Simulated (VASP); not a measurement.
Method: LDA (Ceperley-Alder, Perdew-Zunger), VASP's LDA PAW potentials (set 64) (plane waves; VASP 6.6.1).

A VASP calculation is set up with these files.

File POSCAR:
```
MoTe2
1
    1.7362062544    -3.0071970407     0.0000000000
    1.7362062544     3.0071970407     0.0000000000
    0.0000000000     0.0000000000    13.7096940066
Te Mo
4 2
Direct
  0.3333330000   0.6666670000   0.8812981730
  0.6666670000   0.3333330000   0.3812981730
  0.6666670000   0.3333330000   0.1187018270
  0.3333330000   0.6666670000   0.6187018270
  0.3333330000   0.6666670000   0.2500000000
  0.6666670000   0.3333330000   0.7500000000
```

**INCAR**
```
ENCUT = 400   # plane-wave cut-off (eV)
ISMEAR = 0
EDIFF = 1E-8   # SCF stop (eV)
SYSTEM = MoTe2
NSW = 30
ISIF = 2   # forces and stress, cell fixed
ALGO = Normal   # blocked Davidson
PREC = Accurate
LASPH = .TRUE.   # aspherical one-centre terms
LWAVE = .FALSE.
NELM = 100
SIGMA = 0.05   # width (eV)
EDIFFG = -0.001   # ionic stop
LREAL = .FALSE.
IBRION = 1
LMAXMIX = 4
LCHARG = .FALSE.
```

### KPOINTS
```
Automatic
0
G
7 7 2
0 0 0
```

POTCAR, in this order: Te Mo_sv (LDA.64 set). Program: vasp_std.

Output

File OSZICAR:
```
       N       E                     dE             d eps       ncg     rms          rms(c)
DAV:   1     0.353860967458E+03    0.35386E+03   -0.24122E+04  1200   0.123E+03
DAV:   2    -0.203720698022E+02   -0.37423E+03   -0.36703E+03  1228   0.329E+02
DAV:   3    -0.420238403921E+02   -0.21652E+02   -0.21338E+02  1239   0.653E+01
DAV:   4    -0.426054944933E+02   -0.58165E+00   -0.57974E+00  1236   0.103E+01
DAV:   5    -0.426214372357E+02   -0.15943E-01   -0.15940E-01  1274   0.181E+00    0.237E+01
DAV:   6    -0.417095317670E+02    0.91191E+00   -0.76397E+00  1197   0.150E+01    0.910E+00
DAV:   7    -0.416376590630E+02    0.71873E-01   -0.70756E+00  1104   0.115E+01    0.639E+00
DAV:   8    -0.412641993346E+02    0.37346E+00   -0.16646E+00  1142   0.612E+00    0.311E+00
DAV:   9    -0.412674647590E+02   -0.32654E-02   -0.24596E-01  1289   0.223E+00    0.137E+00
DAV:  10    -0.412593248957E+02    0.81399E-02   -0.52914E-02  1220   0.123E+00    0.324E-01
DAV:  11    -0.412594796869E+02   -0.15479E-03   -0.26871E-03  1304   0.255E-01    0.323E-01
DAV:  12    -0.412594674555E+02    0.12231E-04   -0.38983E-04  1180   0.820E-02    0.171E-01
DAV:  13    -0.412594177965E+02    0.49659E-04   -0.10150E-04  1245   0.597E-02    0.117E-01
DAV:  14    -0.412594059355E+02    0.11861E-04   -0.41976E-05  1253   0.268E-02    0.491E-02
DAV:  15    -0.412594060237E+02   -0.88236E-07   -0.11184E-06  1199   0.526E-03    0.360E-02
DAV:  16    -0.412594047034E+02    0.13203E-05   -0.29236E-06  1237   0.844E-03    0.189E-02
DAV:  17    -0.412594045024E+02    0.20109E-06   -0.67046E-07  1256   0.354E-03    0.485E-03
DAV:  18    -0.412594044732E+02    0.29133E-07   -0.55104E-08  1106   0.969E-04    0.398E-03
DAV:  19    -0.412594044458E+02    0.27433E-07   -0.10564E-07  1132   0.159E-03    0.287E-04
DAV:  20    -0.412594044452E+02    0.54297E-09   -0.10927E-08   601   0.488E-04
   1 F= -.41259404E+02 E0= -.41259404E+02  d E =-.412594E+02
       N       E                     dE             d eps       ncg     rms          rms(c)
DAV:   1    -0.412594163344E+02   -0.11889E-04   -0.47190E-04  1020   0.795E-02    0.195E-02
DAV:   2    -0.412594176621E+02   -0.13277E-05   -0.20581E-05  1140   0.186E-02    0.108E-02
DAV:   3    -0.412594176514E+02    0.10702E-07   -0.39253E-07  1208   0.315E-03    0.645E-03
DAV:   4    -0.412594176417E+02    0.96779E-08   -0.23790E-07  1080   0.202E-03    0.196E-03
DAV:   5    -0.412594176216E+02    0.20062E-07   -0.15699E-07  1033   0.191E-03    0.346E-04
DAV:   6    -0.412594176214E+02    0.18736E-09   -0.63693E-09   608   0.464E-04
   2 F= -.41259418E+02 E0= -.41259418E+02  d E =-.131762E-04
       N       E                     dE             d eps       ncg     rms          rms(c)
DAV:   1    -0.412594189923E+02   -0.13707E-05   -0.71211E-05  1020   0.309E-02    0.771E-03
DAV:   2    -0.412594191960E+02   -0.20366E-06   -0.30905E-06  1147   0.711E-03    0.419E-03
DAV:   3    -0.412594191942E+02    0.18554E-08   -0.55108E-08  1089   0.117E-03
   3 F= -.41259419E+02 E0= -.41259419E+02  d E =-.157271E-05
```

**OUTCAR**
```
------------------------ aborting loop because EDIFF is reached ----------------------------------------
  FORCE on cell =-STRESS in cart. coord.  units (eV):
  Direction    XX          YY          ZZ          XY          YZ          ZX
  --------------------------------------------------------------------------------------
  Total        0.0235769      0.0235769      0.0780526      0.0000000     -0.0000000     -0.0000000
  in kB        0.2638612      0.2638611      0.8735278      0.0000000     -0.0000000     -0.0000000
  external PRESSURE =       0.4670834 kB  Pullay stress =       0.0000000 kB
  volume of cell :      143.16
      direct lattice vectors                 reciprocal lattice vectors
     1.736206254 -3.007197041  0.000000000     0.287984218 -0.166267788  0.000000000
     1.736206254  3.007197041  0.000000000     0.287984218  0.166267788  0.000000000
     0.000000000  0.000000000 13.709694007     0.000000000  0.000000000  0.072941088
 POSITION                                       TOTAL-FORCE (eV/Angst)
 -----------------------------------------------------------------------------------
      1.73621      1.00240     12.08168         0.000000      0.000000     -0.000025
      1.73621     -1.00240      5.22683         0.000000     -0.000000     -0.000025
      1.73621     -1.00240      1.62802         0.000000     -0.000000      0.000025
      1.73621      1.00240      8.48286         0.000000      0.000000      0.000025
      1.73621      1.00240      3.42742        -0.000000      0.000000      0.000000
      1.73621     -1.00240     10.28227        -0.000000     -0.000000      0.000000
 -----------------------------------------------------------------------------------
    total drift:                                0.000000      0.001592     -0.000023
  FREE ENERGIE OF THE ION-ELECTRON SYSTEM (eV)
  ---------------------------------------------------
  free  energy   TOTEN  =       -41.2594191942 eV

  energy  without entropy=      -41.2594191942  energy(sigma->0) =      -41.25941919

 reached required accuracy - stopping structural energy minimisation
```
(Selected blocks of OUTCAR.)

File CONTCAR:
```
MoTe2
   1.00000000000000
     1.7362062544000001   -3.0071970406999999    0.0000000000000000
     1.7362062544000001    3.0071970406999999    0.0000000000000000
     0.0000000000000000    0.0000000000000000   13.7096940065999995
  Te              Mo
     4     2
Direct
     0.3333330000000032    0.6666669999999968    0.8812506559335317
     0.6666669999999968    0.3333330000000032    0.3812506559335317
     0.6666669999999968    0.3333330000000032    0.1187493440664682
     0.3333330000000032    0.6666669999999968    0.6187493440664683
     0.3333330000000032    0.6666669999999968    0.2500000000000000
     0.6666669999999968    0.3333330000000032    0.7500000000000000
```

The compound is MoTe2 in the 2H layered structure. This run relaxes the ions in a fixed cell. Symmetry was kept, so distortions that lower it aren't found. The start is the result of an earlier pass.
